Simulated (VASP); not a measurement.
Consider the following.

```
CELL_PARAMETERS angstrom
      0.00000     1.99119     1.99119
      1.99119     0.00000     1.99119
      1.99119     1.99119     0.00000
ATOMIC_POSITIONS crystal
  Pd 0.00000 0.00000 0.00000
```

Computed with optB86b-vdW, VASP's PBE PAW potentials (set 64) (plane waves; VASP). Run with 520 eV cut-off, 16×16×16 Γ-centred mesh, first-order Methfessel-Paxton smearing of 0.10 eV, potentials Pd.

### Question
Give the stress tensor in GPa (positive for a compressed cell).

### Answer

```
-9.48   0.00   0.00
 0.00  -9.48   0.00
 0.00   0.00  -9.48
```
The pressure is its mean diagonal, -9.48 GPa.

The compound is Pd in the fcc structure. This cell is one point of a volume scan, at 1.06 of the reference volume.
